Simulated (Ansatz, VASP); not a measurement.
# Ge (Germanium) in two plane-wave programs

Wanted: the spread between two codes on one cell, functional and k mesh. The cell is taken from a series of runs on this material, whose earlier steps may have relaxed, scaled, displaced or heated it; both programs get it as it stands.

Program: Ansatz 0.2.0. Level of theory: plane waves, with VASP 6.6.1 beside it; zone-centre phonons at PBEsol. Results are calculated unless marked as measured.

## (1) The structure

The structure is orthorhombic, space group Imma (No. 74). The conventional cell has a = 3.893 Å, b = 4.016 Å, c = 5.738 Å, α = 90.00°, β = 90.00°, γ = 90.00°. Nearest to Ge lie 4 Ge at 2.43 to 2.45 Å.

As a file:

```cif
data_structure
_symmetry_space_group_name_H-M 'Imma'
_symmetry_Int_Tables_number 74
_cell_length_a 3.8928
_cell_length_b 4.0164
_cell_length_c 5.7381
_cell_angle_alpha 90.000
_cell_angle_beta 90.000
_cell_angle_gamma 90.000
_cell_volume 89.72
loop_
_atom_site_label
_atom_site_type_symbol
_atom_site_symmetry_multiplicity
_atom_site_Wyckoff_symbol
_atom_site_fract_x
_atom_site_fract_y
_atom_site_fract_z
_atom_site_occupancy
Ge1 Ge 4 e 0.00000 0.75000 0.62293 1
```

## (2) VASP: zone-centre phonons, PBEsol

Second derivatives magnify differences that forces hide, and they need a tight electronic threshold.

Lines of VASP's logs that name or quote its potential files are left out, and so is its time.

Contents of INCAR:

```
SYSTEM = Ge
PREC = Accurate
ENCUT = 500
EDIFF = 1E-08
NELM = 120
ISMEAR = 0
SIGMA = 0.015
LREAL = .FALSE.
ALGO = Normal
GGA = PS
NBANDS = 20
LORBIT = 11
LWAVE = .FALSE.
LCHARG = .FALSE.
ISIF = 2
ISYM = 2
IBRION = 8
LASPH = .TRUE.
GGA_COMPAT = .FALSE.
KPAR = 2
```

Contents of POSCAR:

```
Ge
1.0
   -0.0436894800      2.7963285121      2.8690596956
    2.7963285121     -0.0436894800      2.8690596956
    2.7526390321      2.7526390321      0.0000000000
Ge
2
Direct
    0.4979301560      0.4979301560      0.5020289938
    0.7520698440      0.7520698440      0.7479710062
```

Contents of KPOINTS:

```
Points of the shifted mesh
1728
Reciprocal
 0.0416666667  0.0416666667  0.0416666667 1
 0.0416666667  0.0416666667  0.1250000000 1
 0.0416666667  0.0416666667  0.2083333333 1
 0.0416666667  0.0416666667  0.2916666667 1
 0.0416666667  0.0416666667  0.3750000000 1
 0.0416666667  0.0416666667  0.4583333333 1
 0.0416666667  0.0416666667  0.5416666667 1
 0.0416666667  0.0416666667  0.6250000000 1
 0.0416666667  0.0416666667  0.7083333333 1
 0.0416666667  0.0416666667  0.7916666667 1
 0.0416666667  0.0416666667  0.8750000000 1
 0.0416666667  0.0416666667  0.9583333333 1
 0.0416666667  0.1250000000  0.0416666667 1
 0.0416666667  0.1250000000  0.1250000000 1
 0.0416666667  0.1250000000  0.2083333333 1
 0.0416666667  0.1250000000  0.2916666667 1
 0.0416666667  0.1250000000  0.3750000000 1
 0.0416666667  0.1250000000  0.4583333333 1
 0.0416666667  0.1250000000  0.5416666667 1
 0.0416666667  0.1250000000  0.6250000000 1
 0.0416666667  0.1250000000  0.7083333333 1
 0.0416666667  0.1250000000  0.7916666667 1
 0.0416666667  0.1250000000  0.8750000000 1
 0.0416666667  0.1250000000  0.9583333333 1
 0.0416666667  0.2083333333  0.0416666667 1
 0.0416666667  0.2083333333  0.1250000000 1
 0.0416666667  0.2083333333  0.2083333333 1
 0.0416666667  0.2083333333  0.2916666667 1
 0.0416666667  0.2083333333  0.3750000000 1
 0.0416666667  0.2083333333  0.4583333333 1
 0.0416666667  0.2083333333  0.5416666667 1
 0.0416666667  0.2083333333  0.6250000000 1
 0.0416666667  0.2083333333  0.7083333333 1
 0.0416666667  0.2083333333  0.7916666667 1
 0.0416666667  0.2083333333  0.8750000000 1
 0.0416666667  0.2083333333  0.9583333333 1
 0.0416666667  0.2916666667  0.0416666667 1
 0.0416666667  0.2916666667  0.1250000000 1
 0.0416666667  0.2916666667  0.2083333333 1
 0.0416666667  0.2916666667  0.2916666667 1
 0.0416666667  0.2916666667  0.3750000000 1
 0.0416666667  0.2916666667  0.4583333333 1
 0.0416666667  0.2916666667  0.5416666667 1
 0.0416666667  0.2916666667  0.6250000000 1
 0.0416666667  0.2916666667  0.7083333333 1
 0.0416666667  0.2916666667  0.7916666667 1
 0.0416666667  0.2916666667  0.8750000000 1
 0.0416666667  0.2916666667  0.9583333333 1
 0.0416666667  0.3750000000  0.0416666667 1
 0.0416666667  0.3750000000  0.1250000000 1
 0.0416666667  0.3750000000  0.2083333333 1
 0.0416666667  0.3750000000  0.2916666667 1
 0.0416666667  0.3750000000  0.3750000000 1
 0.0416666667  0.3750000000  0.4583333333 1
 0.0416666667  0.3750000000  0.5416666667 1
 0.0416666667  0.3750000000  0.6250000000 1
 0.0416666667  0.3750000000  0.7083333333 1
 0.0416666667  0.3750000000  0.7916666667 1
 0.0416666667  0.3750000000  0.8750000000 1
 0.0416666667  0.3750000000  0.9583333333 1
 0.0416666667  0.4583333333  0.0416666667 1
 0.0416666667  0.4583333333  0.1250000000 1
 0.0416666667  0.4583333333  0.2083333333 1
 0.0416666667  0.4583333333  0.2916666667 1
 0.0416666667  0.4583333333  0.3750000000 1
 0.0416666667  0.4583333333  0.4583333333 1
 0.0416666667  0.4583333333  0.5416666667 1
 0.0416666667  0.4583333333  0.6250000000 1
 0.0416666667  0.4583333333  0.7083333333 1
 0.0416666667  0.4583333333  0.7916666667 1
 0.0416666667  0.4583333333  0.8750000000 1
 0.0416666667  0.4583333333  0.9583333333 1
 0.0416666667  0.5416666667  0.0416666667 1
 0.0416666667  0.5416666667  0.1250000000 1
 0.0416666667  0.5416666667  0.2083333333 1
 0.0416666667  0.5416666667  0.2916666667 1
 0.0416666667  0.5416666667  0.3750000000 1
 0.0416666667  0.5416666667  0.4583333333 1
 0.0416666667  0.5416666667  0.5416666667 1
 0.0416666667  0.5416666667  0.6250000000 1
 0.0416666667  0.5416666667  0.7083333333 1
 0.0416666667  0.5416666667  0.7916666667 1
 0.0416666667  0.5416666667  0.8750000000 1
 0.0416666667  0.5416666667  0.9583333333 1
 0.0416666667  0.6250000000  0.0416666667 1
 0.0416666667  0.6250000000  0.1250000000 1
 0.0416666667  0.6250000000  0.2083333333 1
 0.0416666667  0.6250000000  0.2916666667 1
 0.0416666667  0.6250000000  0.3750000000 1
 0.0416666667  0.6250000000  0.4583333333 1
 0.0416666667  0.6250000000  0.5416666667 1
 0.0416666667  0.6250000000  0.6250000000 1
 0.0416666667  0.6250000000  0.7083333333 1
 0.0416666667  0.6250000000  0.7916666667 1
 0.0416666667  0.6250000000  0.8750000000 1
 0.0416666667  0.6250000000  0.9583333333 1
 0.0416666667  0.7083333333  0.0416666667 1
 0.0416666667  0.7083333333  0.1250000000 1
 0.0416666667  0.7083333333  0.2083333333 1
 0.0416666667  0.7083333333  0.2916666667 1
 0.0416666667  0.7083333333  0.3750000000 1
 0.0416666667  0.7083333333  0.4583333333 1
 0.0416666667  0.7083333333  0.5416666667 1
 0.0416666667  0.7083333333  0.6250000000 1
 0.0416666667  0.7083333333  0.7083333333 1
 0.0416666667  0.7083333333  0.7916666667 1
 0.0416666667  0.7083333333  0.8750000000 1
 0.0416666667  0.7083333333  0.9583333333 1
 0.0416666667  0.7916666667  0.0416666667 1
 0.0416666667  0.7916666667  0.1250000000 1
 0.0416666667  0.7916666667  0.2083333333 1
 0.0416666667  0.7916666667  0.2916666667 1
[... 1390 lines left out ...]
 0.8750000000  0.4583333333  0.1250000000 1
 0.8750000000  0.4583333333  0.2083333333 1
 0.8750000000  0.4583333333  0.2916666667 1
 0.8750000000  0.4583333333  0.3750000000 1
 0.8750000000  0.4583333333  0.4583333333 1
 0.8750000000  0.4583333333  0.5416666667 1
 0.8750000000  0.4583333333  0.6250000000 1
 0.8750000000  0.4583333333  0.7083333333 1
 0.8750000000  0.4583333333  0.7916666667 1
 0.8750000000  0.4583333333  0.8750000000 1
 0.8750000000  0.4583333333  0.9583333333 1
 0.8750000000  0.5416666667  0.0416666667 1
 0.8750000000  0.5416666667  0.1250000000 1
 0.8750000000  0.5416666667  0.2083333333 1
 0.8750000000  0.5416666667  0.2916666667 1
 0.8750000000  0.5416666667  0.3750000000 1
 0.8750000000  0.5416666667  0.4583333333 1
 0.8750000000  0.5416666667  0.5416666667 1
 0.8750000000  0.5416666667  0.6250000000 1
 0.8750000000  0.5416666667  0.7083333333 1
 0.8750000000  0.5416666667  0.7916666667 1
 0.8750000000  0.5416666667  0.8750000000 1
 0.8750000000  0.5416666667  0.9583333333 1
 0.8750000000  0.6250000000  0.0416666667 1
 0.8750000000  0.6250000000  0.1250000000 1
 0.8750000000  0.6250000000  0.2083333333 1
 0.8750000000  0.6250000000  0.2916666667 1
 0.8750000000  0.6250000000  0.3750000000 1
 0.8750000000  0.6250000000  0.4583333333 1
 0.8750000000  0.6250000000  0.5416666667 1
 0.8750000000  0.6250000000  0.6250000000 1
 0.8750000000  0.6250000000  0.7083333333 1
 0.8750000000  0.6250000000  0.7916666667 1
 0.8750000000  0.6250000000  0.8750000000 1
 0.8750000000  0.6250000000  0.9583333333 1
 0.8750000000  0.7083333333  0.0416666667 1
 0.8750000000  0.7083333333  0.1250000000 1
 0.8750000000  0.7083333333  0.2083333333 1
 0.8750000000  0.7083333333  0.2916666667 1
 0.8750000000  0.7083333333  0.3750000000 1
 0.8750000000  0.7083333333  0.4583333333 1
 0.8750000000  0.7083333333  0.5416666667 1
 0.8750000000  0.7083333333  0.6250000000 1
 0.8750000000  0.7083333333  0.7083333333 1
 0.8750000000  0.7083333333  0.7916666667 1
 0.8750000000  0.7083333333  0.8750000000 1
 0.8750000000  0.7083333333  0.9583333333 1
 0.8750000000  0.7916666667  0.0416666667 1
 0.8750000000  0.7916666667  0.1250000000 1
 0.8750000000  0.7916666667  0.2083333333 1
 0.8750000000  0.7916666667  0.2916666667 1
 0.8750000000  0.7916666667  0.3750000000 1
 0.8750000000  0.7916666667  0.4583333333 1
 0.8750000000  0.7916666667  0.5416666667 1
 0.8750000000  0.7916666667  0.6250000000 1
 0.8750000000  0.7916666667  0.7083333333 1
 0.8750000000  0.7916666667  0.7916666667 1
 0.8750000000  0.7916666667  0.8750000000 1
 0.8750000000  0.7916666667  0.9583333333 1
 0.8750000000  0.8750000000  0.0416666667 1
 0.8750000000  0.8750000000  0.1250000000 1
 0.8750000000  0.8750000000  0.2083333333 1
 0.8750000000  0.8750000000  0.2916666667 1
 0.8750000000  0.8750000000  0.3750000000 1
 0.8750000000  0.8750000000  0.4583333333 1
 0.8750000000  0.8750000000  0.5416666667 1
 0.8750000000  0.8750000000  0.6250000000 1
 0.8750000000  0.8750000000  0.7083333333 1
 0.8750000000  0.8750000000  0.7916666667 1
 0.8750000000  0.8750000000  0.8750000000 1
 0.8750000000  0.8750000000  0.9583333333 1
 0.8750000000  0.9583333333  0.0416666667 1
 0.8750000000  0.9583333333  0.1250000000 1
 0.8750000000  0.9583333333  0.2083333333 1
 0.8750000000  0.9583333333  0.2916666667 1
 0.8750000000  0.9583333333  0.3750000000 1
 0.8750000000  0.9583333333  0.4583333333 1
 0.8750000000  0.9583333333  0.5416666667 1
 0.8750000000  0.9583333333  0.6250000000 1
 0.8750000000  0.9583333333  0.7083333333 1
 0.8750000000  0.9583333333  0.7916666667 1
 0.8750000000  0.9583333333  0.8750000000 1
 0.8750000000  0.9583333333  0.9583333333 1
 0.9583333333  0.0416666667  0.0416666667 1
 0.9583333333  0.0416666667  0.1250000000 1
 0.9583333333  0.0416666667  0.2083333333 1
 0.9583333333  0.0416666667  0.2916666667 1
 0.9583333333  0.0416666667  0.3750000000 1
 0.9583333333  0.0416666667  0.4583333333 1
 0.9583333333  0.0416666667  0.5416666667 1
 0.9583333333  0.0416666667  0.6250000000 1
 0.9583333333  0.0416666667  0.7083333333 1
 0.9583333333  0.0416666667  0.7916666667 1
 0.9583333333  0.0416666667  0.8750000000 1
 0.9583333333  0.0416666667  0.9583333333 1
 0.9583333333  0.1250000000  0.0416666667 1
 0.9583333333  0.1250000000  0.1250000000 1
 0.9583333333  0.1250000000  0.2083333333 1
 0.9583333333  0.1250000000  0.2916666667 1
 0.9583333333  0.1250000000  0.3750000000 1
 0.9583333333  0.1250000000  0.4583333333 1
 0.9583333333  0.1250000000  0.5416666667 1
 0.9583333333  0.1250000000  0.6250000000 1
 0.9583333333  0.1250000000  0.7083333333 1
 0.9583333333  0.1250000000  0.7916666667 1
 0.9583333333  0.1250000000  0.8750000000 1
 0.9583333333  0.1250000000  0.9583333333 1
 0.9583333333  0.2083333333  0.0416666667 1
 0.9583333333  0.2083333333  0.1250000000 1
 0.9583333333  0.2083333333  0.2083333333 1
 0.9583333333  0.2083333333  0.2916666667 1
 0.9583333333  0.2083333333  0.3750000000 1
 0.9583333333  0.2083333333  0.4583333333 1
 0.9583333333  0.2083333333  0.5416666667 1
 0.9583333333  0.2083333333  0.6250000000 1
 0.9583333333  0.2083333333  0.7083333333 1
 0.9583333333  0.2083333333  0.7916666667 1
 0.9583333333  0.2083333333  0.8750000000 1
 0.9583333333  0.2083333333  0.9583333333 1
 0.9583333333  0.2916666667  0.0416666667 1
 0.9583333333  0.2916666667  0.1250000000 1
 0.9583333333  0.2916666667  0.2083333333 1
 0.9583333333  0.2916666667  0.2916666667 1
 0.9583333333  0.2916666667  0.3750000000 1
 0.9583333333  0.2916666667  0.4583333333 1
 0.9583333333  0.2916666667  0.5416666667 1
 0.9583333333  0.2916666667  0.6250000000 1
 0.9583333333  0.2916666667  0.7083333333 1
 0.9583333333  0.2916666667  0.7916666667 1
 0.9583333333  0.2916666667  0.8750000000 1
 0.9583333333  0.2916666667  0.9583333333 1
 0.9583333333  0.3750000000  0.0416666667 1
 0.9583333333  0.3750000000  0.1250000000 1
 0.9583333333  0.3750000000  0.2083333333 1
 0.9583333333  0.3750000000  0.2916666667 1
 0.9583333333  0.3750000000  0.3750000000 1
 0.9583333333  0.3750000000  0.4583333333 1
 0.9583333333  0.3750000000  0.5416666667 1
 0.9583333333  0.3750000000  0.6250000000 1
 0.9583333333  0.3750000000  0.7083333333 1
 0.9583333333  0.3750000000  0.7916666667 1
 0.9583333333  0.3750000000  0.8750000000 1
 0.9583333333  0.3750000000  0.9583333333 1
 0.9583333333  0.4583333333  0.0416666667 1
 0.9583333333  0.4583333333  0.1250000000 1
 0.9583333333  0.4583333333  0.2083333333 1
 0.9583333333  0.4583333333  0.2916666667 1
 0.9583333333  0.4583333333  0.3750000000 1
 0.9583333333  0.4583333333  0.4583333333 1
 0.9583333333  0.4583333333  0.5416666667 1
 0.9583333333  0.4583333333  0.6250000000 1
 0.9583333333  0.4583333333  0.7083333333 1
 0.9583333333  0.4583333333  0.7916666667 1
 0.9583333333  0.4583333333  0.8750000000 1
 0.9583333333  0.4583333333  0.9583333333 1
 0.9583333333  0.5416666667  0.0416666667 1
 0.9583333333  0.5416666667  0.1250000000 1
 0.9583333333  0.5416666667  0.2083333333 1
 0.9583333333  0.5416666667  0.2916666667 1
 0.9583333333  0.5416666667  0.3750000000 1
 0.9583333333  0.5416666667  0.4583333333 1
 0.9583333333  0.5416666667  0.5416666667 1
 0.9583333333  0.5416666667  0.6250000000 1
 0.9583333333  0.5416666667  0.7083333333 1
 0.9583333333  0.5416666667  0.7916666667 1
 0.9583333333  0.5416666667  0.8750000000 1
 0.9583333333  0.5416666667  0.9583333333 1
 0.9583333333  0.6250000000  0.0416666667 1
 0.9583333333  0.6250000000  0.1250000000 1
 0.9583333333  0.6250000000  0.2083333333 1
 0.9583333333  0.6250000000  0.2916666667 1
 0.9583333333  0.6250000000  0.3750000000 1
 0.9583333333  0.6250000000  0.4583333333 1
 0.9583333333  0.6250000000  0.5416666667 1
 0.9583333333  0.6250000000  0.6250000000 1
 0.9583333333  0.6250000000  0.7083333333 1
 0.9583333333  0.6250000000  0.7916666667 1
 0.9583333333  0.6250000000  0.8750000000 1
 0.9583333333  0.6250000000  0.9583333333 1
 0.9583333333  0.7083333333  0.0416666667 1
 0.9583333333  0.7083333333  0.1250000000 1
 0.9583333333  0.7083333333  0.2083333333 1
 0.9583333333  0.7083333333  0.2916666667 1
 0.9583333333  0.7083333333  0.3750000000 1
 0.9583333333  0.7083333333  0.4583333333 1
 0.9583333333  0.7083333333  0.5416666667 1
 0.9583333333  0.7083333333  0.6250000000 1
 0.9583333333  0.7083333333  0.7083333333 1
 0.9583333333  0.7083333333  0.7916666667 1
 0.9583333333  0.7083333333  0.8750000000 1
 0.9583333333  0.7083333333  0.9583333333 1
 0.9583333333  0.7916666667  0.0416666667 1
 0.9583333333  0.7916666667  0.1250000000 1
 0.9583333333  0.7916666667  0.2083333333 1
 0.9583333333  0.7916666667  0.2916666667 1
 0.9583333333  0.7916666667  0.3750000000 1
 0.9583333333  0.7916666667  0.4583333333 1
 0.9583333333  0.7916666667  0.5416666667 1
 0.9583333333  0.7916666667  0.6250000000 1
 0.9583333333  0.7916666667  0.7083333333 1
 0.9583333333  0.7916666667  0.7916666667 1
 0.9583333333  0.7916666667  0.8750000000 1
 0.9583333333  0.7916666667  0.9583333333 1
 0.9583333333  0.8750000000  0.0416666667 1
 0.9583333333  0.8750000000  0.1250000000 1
 0.9583333333  0.8750000000  0.2083333333 1
 0.9583333333  0.8750000000  0.2916666667 1
 0.9583333333  0.8750000000  0.3750000000 1
 0.9583333333  0.8750000000  0.4583333333 1
 0.9583333333  0.8750000000  0.5416666667 1
 0.9583333333  0.8750000000  0.6250000000 1
 0.9583333333  0.8750000000  0.7083333333 1
 0.9583333333  0.8750000000  0.7916666667 1
 0.9583333333  0.8750000000  0.8750000000 1
 0.9583333333  0.8750000000  0.9583333333 1
 0.9583333333  0.9583333333  0.0416666667 1
 0.9583333333  0.9583333333  0.1250000000 1
 0.9583333333  0.9583333333  0.2083333333 1
 0.9583333333  0.9583333333  0.2916666667 1
 0.9583333333  0.9583333333  0.3750000000 1
 0.9583333333  0.9583333333  0.4583333333 1
 0.9583333333  0.9583333333  0.5416666667 1
 0.9583333333  0.9583333333  0.6250000000 1
 0.9583333333  0.9583333333  0.7083333333 1
 0.9583333333  0.9583333333  0.7916666667 1
 0.9583333333  0.9583333333  0.8750000000 1
 0.9583333333  0.9583333333  0.9583333333 1
```

PAW data sets: Ge_d (PBE family, release 64).

The run is started by

```
> mpirun -np 2 vasp_std
```

Numbers of over 12 decimals in the logs are rounded to 6 here.

Log:

```text
[banner, memory and clock lines left out]
running    2 mpi-ranks, on    1 nodes
[...]
|                                                                             |
|               ----> ADVICE to this user running VASP <----                  |
|                                                                             |
|     You enforced a specific xc type in the INCAR file but a different       |
|     [... a line on the potential file left out ...]
|     I HOPE YOU KNOW WHAT YOU ARE DOING!                                     |
|                                                                             |

 LDA part: xc-table for (Slater+PW92), standard interpolation
 POSCAR, INCAR and KPOINTS ok, starting setup
[...]
entering main loop
       N       E                     dE             d eps       ncg     rms          rms(c)
DAV:   1     0.182245156172E+03    0.18225E+03   -0.14613E+04 74524   0.375E+03
DAV:   2     0.155325745133E+02   -0.16671E+03   -0.16228E+03 69268   0.587E+02
DAV:   3    -0.921233863377E+01   -0.24745E+02   -0.24565E+02 77968   0.144E+02
DAV:   4    -0.100020143969E+02   -0.78968E+00   -0.78907E+00 78028   0.304E+01
DAV:   5    -0.100150247822E+02   -0.13010E-01   -0.13010E-01 77612   0.425E+00    0.330E+00
DAV:   6    -0.990780634969E+01    0.10722E+00   -0.38178E-02 88996   0.239E+00    0.188E+00
DAV:   7    -0.985701218624E+01    0.50794E-01   -0.65776E-02 72296   0.256E+00    0.159E-01
DAV:   8    -0.985801128979E+01   -0.99910E-03   -0.70708E-03 79352   0.119E+00    0.535E-02
[...]
DAV:  13    -0.985813686584E+01   -0.44034E-07   -0.78497E-08 91168   0.453E-03    0.262E-04
DAV:  14    -0.985813684672E+01    0.19124E-07   -0.97220E-09 48920   0.205E-03    0.879E-05
DAV:  15    -0.985813683435E+01    0.12370E-07   -0.21245E-09 40348   0.466E-04    0.274E-05
DAV:  16    -0.985813683349E+01    0.86038E-09   -0.24023E-10 37996   0.197E-04
   1 F= -.98581368E+01 E0= -.98581364E+01  d E =-.823251E-06
 Linear response reoptimize wavefunctions to high precision
DAV:   1    -0.985813683302E+01    0.46748E-09   -0.11010E-10 39728   0.160E-04
DAV:   2    -0.985813683302E+01    0.27285E-11   -0.19161E-11 37296   0.524E-05
 Linear response DOF=           2
 Linear response progress:
  Degree of freedom:   1/  2
       N       E                     dE             d eps       ncg     rms          rms(c)
RMM:   1    -0.186511005085E+00   -0.18651E+00    0.85014E+00 84199   0.452E+01
RMM:   2    -0.193696399350E+00   -0.71854E-02   -0.13190E-02111519   0.110E+00    0.742E-02
RMM:   3    -0.193721138379E+00   -0.24739E-04   -0.95025E-04118648   0.318E-01    0.430E-02
RMM:   4    -0.193622514177E+00    0.98624E-04   -0.63422E-05126735   0.808E-02    0.477E-03
RMM:   5    -0.193624684516E+00   -0.21703E-05   -0.36098E-06121765   0.176E-02    0.247E-03
RMM:   6    -0.193631978348E+00   -0.72938E-05   -0.21901E-07124355   0.498E-03    0.324E-04
RMM:   7    -0.193630987243E+00    0.99110E-06   -0.20922E-08127307   0.150E-03    0.196E-04
RMM:   8    -0.193629846102E+00    0.11411E-05    0.17829E-08129550   0.536E-04    0.402E-05
RMM:   9    -0.193629755803E+00    0.90298E-07    0.30644E-08129991   0.217E-04    0.193E-05
RMM:  10    -0.193629884499E+00   -0.12870E-06    0.23514E-09131138   0.948E-05    0.536E-06
RMM:  11    -0.193629910811E+00   -0.26312E-07   -0.12159E-08131614   0.500E-05    0.277E-06
RMM:  12    -0.193629931488E+00   -0.20677E-07   -0.93464E-09124916   0.307E-05    0.176E-06
RMM:  13    -0.193629948188E+00   -0.16699E-07   -0.19088E-09115505   0.228E-05    0.341E-07
RMM:  14    -0.193629950569E+00   -0.23813E-08   -0.23019E-09 91333   0.185E-05    0.638E-08
 first order change of Fermi-energy   0.22366E+01
 force on displaced ion       1 direction 1 : -11.483  -0.293  -0.002
 Linear response progress:
  Degree of freedom:   2/  2
       N       E                     dE             d eps       ncg     rms          rms(c)
RMM:   1    -0.186726476223E+00   -0.18673E+00    0.83104E+00 83692   0.448E+01
RMM:   2    -0.193990136761E+00   -0.72637E-02   -0.13840E-02111771   0.112E+00    0.759E-02
RMM:   3    -0.194023469563E+00   -0.33333E-04   -0.96265E-04119157   0.318E-01    0.438E-02
RMM:   4    -0.193934226611E+00    0.89243E-04   -0.62039E-05126977   0.801E-02    0.469E-03
RMM:   5    -0.193935418668E+00   -0.11921E-05   -0.34403E-06121657   0.176E-02    0.240E-03
RMM:   6    -0.193940874510E+00   -0.54558E-05   -0.23007E-07123863   0.494E-03    0.365E-04
RMM:   7    -0.193940138120E+00    0.73639E-06   -0.38573E-08127087   0.147E-03    0.184E-04
RMM:   8    -0.193939148849E+00    0.98927E-06   -0.38245E-10128498   0.525E-04    0.432E-05
RMM:   9    -0.193938997291E+00    0.15156E-06   -0.49424E-10117661   0.233E-04    0.175E-05
RMM:  10    -0.193939115996E+00   -0.11871E-06   -0.66960E-11129776   0.104E-04    0.652E-06
RMM:  11    -0.193939146151E+00   -0.30155E-07   -0.13755E-08131352   0.518E-05    0.314E-06
RMM:  12    -0.193939181072E+00   -0.34921E-07   -0.85579E-09131698   0.313E-05    0.855E-07
RMM:  13    -0.193939181119E+00   -0.46267E-10   -0.43941E-10 92687   0.221E-05    0.521E-07
 first order change of Fermi-energy  -0.25421E+00
 force on displaced ion       1 direction 3 :  -0.007  -0.007 -11.604
 Linear response finished
```

(Continued in part 2 of 2.)

[Lines on the potential files, build, host, timing and source positions are cut from VASP's logs without a mark.]

[Logs are printed without paths, hosts, clocks, repeated set-up lines and the standing remarks that a program may print on its own settings, such as how far it seeks lower states.]

[Hosts, paths, dates, database ids (printed as entryN), source tags and the programs' standing remarks are cut or masked in the printed files.]
